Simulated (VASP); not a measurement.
An input for Ansatz (written as the equivalent of a VASP run, and not itself run):

Ansatz 0.2 input:
```yaml
crystal:
  lattice:
    - [1.6383363, -2.8376815, 0.0000000]
    - [1.6383363, 2.8376815, 0.0000000]
    - [0.0000000, 0.0000000, 5.0826625]
  atoms:
    - { symbol: Sc, position: [0.3333330, 0.6666670, 0.2500000] }
    - { symbol: Sc, position: [0.6666670, 0.3333330, 0.7500000] }
kpoints:
  mp_grid: { grid: [13, 13, 7] }
hamiltonian:
  xc: pbesol
  pseudopotentials: { kind: paw }
scf:
  occupations: { method: methfessel_paxton, width: 0.1 }
  max_iter: 100
relax:
  max_steps: 40
  f_tol: 0.02
  cell: {}
output: { forces: true, stress: true, eigenvalues: true }
```

Task: Write the VASP files for the same calculation (PBEsol).

Result: Several could match; the one computed here: 
POSCAR:
```
Sc
1.0
  1.6383362526  -2.8376815455   0.0000000000
  1.6383362526   2.8376815455   0.0000000000
  0.0000000000   0.0000000000   5.0826625350
Sc
2
Cart
  1.6383362526   0.9458957403   1.2706656337
  1.6383362526  -0.9458957403   3.8119969012
```

File KPOINTS:
```
Automatic mesh
0
Gamma
13 13 7
0 0 0
```

**INCAR**
```
SYSTEM = Sc
PREC = Accurate; ENCUT = 500; LREAL = .FALSE.
LASPH = .TRUE.
EDIFF = 1E-6; NELM = 100; ALGO = Normal
LMAXMIX = 4
ISMEAR = 1; SIGMA = 0.1
GGA = PS
IBRION = 2; NSW = 40; ISIF = 3
EDIFFG = -0.02
LWAVE = .FALSE.; LCHARG = .FALSE.
```

POTCAR, in this order: Sc_sv (PBE.64 set). Program: vasp_std.

Limits of the translation: each code has its own PAW files, so the cut-off isn't converted (ENCUT is set for VASP's; basis.ecutwfc is left out, and Ansatz then takes the one that its files recommend); Ansatz stops its SCF on the density residual and VASP on the energy change (EDIFF).

The compound is Sc in the hcp structure. This run relaxes it. Symmetry was kept, so distortions that lower it aren't found.
